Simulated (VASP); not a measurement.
Method: PBE GGA, VASP's PBE PAW potentials (set 64) (plane waves; VASP 6.6.1).

A VASP calculation is set up with these files.

### INCAR
```
SYSTEM  =  ZnS
PREC  =  Accurate; ENCUT  =  400; LREAL  =  F
LASPH  =  T
EDIFF  =  1E-6; NELM  =  100; ALGO  =  Normal
LMAXMIX  =  4
ISMEAR  =  0; SIGMA  =  0.05
GGA  =  PE
ISIF  =  2
LWAVE  =  F; LCHARG  =  F
```

POSCAR:
```
ZnS
1
    0.0000000000     2.7050000000     2.7050000000
    2.7050000000     0.0000000000     2.7050000000
    2.7050000000     2.7050000000     0.0000000000
Zn S
1 1
Direct
  0.0000000000   0.0000000000   0.0000000000
  0.2500000000   0.2500000000   0.2500000000
```

**KPOINTS**
```
Automatic mesh
0
Gamma
8 8 8
0 0 0
```

POTCAR, in this order: Zn S (PBE.64 set). Program: vasp_std.

Output of the run:

OSZICAR:
```
       N       E                     dE             d eps       ncg     rms          rms(c)
DAV:   1     0.810206258864E+02    0.81021E+02   -0.78820E+03   754   0.138E+03
DAV:   2    -0.170420142664E+01   -0.82725E+02   -0.79147E+02   809   0.260E+02
DAV:   3    -0.720440058632E+01   -0.55002E+01   -0.54719E+01   924   0.698E+01
DAV:   4    -0.727324267745E+01   -0.68842E-01   -0.68825E-01   824   0.824E+00
DAV:   5    -0.727431001942E+01   -0.10673E-02   -0.10673E-02   949   0.102E+00    0.705E+00
DAV:   6    -0.686330225825E+01    0.41101E+00   -0.95859E-01  1120   0.366E+01    0.543E+00
DAV:   7    -0.684712446774E+01    0.16178E-01   -0.33785E-01   789   0.570E+00    0.274E+00
DAV:   8    -0.684660767830E+01    0.51679E-03   -0.54484E-03   879   0.736E-01    0.795E-01
DAV:   9    -0.684688569193E+01   -0.27801E-03   -0.11713E-03   842   0.318E-01    0.117E-01
DAV:  10    -0.684702972627E+01   -0.14403E-03   -0.13328E-04   834   0.122E-01    0.544E-02
DAV:  11    -0.684704808705E+01   -0.18361E-04   -0.27879E-05   834   0.686E-02    0.585E-03
DAV:  12    -0.684704913333E+01   -0.10463E-05   -0.30320E-06   861   0.205E-02    0.469E-03
DAV:  13    -0.684704895618E+01    0.17715E-06   -0.29503E-07   482   0.125E-02
   1 F= -.68470490E+01 E0= -.68470490E+01  d E =-.792464E-14
```

OUTCAR:
```
------------------------ aborting loop because EDIFF is reached ----------------------------------------
  FORCE on cell =-STRESS in cart. coord.  units (eV):
  Direction    XX          YY          ZZ          XY          YZ          ZX
  --------------------------------------------------------------------------------------
  Total        0.3110999      0.3110999      0.3110999      0.0000000     -0.0000000     -0.0000000
  in kB       12.5915327     12.5915327     12.5915327      0.0000000     -0.0000000     -0.0000000
  external PRESSURE =      12.5915327 kB  Pullay stress =       0.0000000 kB
  volume of cell :       39.59
      direct lattice vectors                 reciprocal lattice vectors
     0.000000000  2.705000000  2.705000000    -0.184842884  0.184842884  0.184842884
     2.705000000  0.000000000  2.705000000     0.184842884 -0.184842884  0.184842884
     2.705000000  2.705000000  0.000000000     0.184842884  0.184842884 -0.184842884
  FREE ENERGIE OF THE ION-ELECTRON SYSTEM (eV)
  ---------------------------------------------------
  free  energy   TOTEN  =        -6.8470489562 eV

  energy  without entropy=       -6.8470489562  energy(sigma->0) =       -6.84704896
```
(Selected blocks of OUTCAR.)

OUTCAR:
```
 val. band max:        2.0767180940   @ k =   0.0000   0.0000   0.0000

 cond. band min:       4.1749956944   @ k =   0.0000   0.0000   0.0000


 Fermi energy:         2.3204442185

 k-point     1 :       0.0000    0.0000    0.0000
  band No.  band energies     occupation
      1     -11.0415      2.00000
      2      -4.2465      2.00000
      3      -4.2465      2.00000
      4      -4.2465      2.00000
      5      -3.7518      2.00000
      6      -3.7518      2.00000
      7       2.0767      2.00000
      8       2.0767      2.00000
      9       2.0767      2.00000
     10       4.1750      0.00000
     11       8.4742      0.00000
     12       8.4742      0.00000
     13       8.4742      0.00000

 k-point     2 :       0.1250    0.0000    0.0000
  band No.  band energies     occupation
      1     -10.9255      2.00000
      2      -4.2449      2.00000
      3      -4.2256      2.00000
      4      -4.2256      2.00000
      5      -3.7534      2.00000
      6      -3.7534      2.00000
      7       0.9640      2.00000
      8       1.9302      2.00000
      9       1.9302      2.00000
     10       4.9957      0.00000
     11       8.3798      0.00000
     12       8.7269      0.00000
     13       8.7269      0.00000

 k-point     3 :       0.2500    0.0000    0.0000
  band No.  band energies     occupation
      1     -10.6224      2.00000
      2      -4.1974      2.00000
      3      -4.1798      2.00000
      4      -4.1798      2.00000
      5      -3.7502      2.00000
      6      -3.7502      2.00000
      7      -0.7483      2.00000
      8       1.6110      2.00000
      9       1.6110      2.00000
     10       5.5416      0.00000
     11       9.0109      0.00000
     12       9.0964      0.00000
     13       9.0964      0.00000

 k-point     4 :       0.3750    0.0000    0.0000
  band No.  band energies     occupation
      1     -10.2784      2.00000
      2      -4.1436      2.00000
      3      -4.1436      2.00000
...
```

The compound is ZnS in the zinc blende structure. The cell was not relaxed at this level.
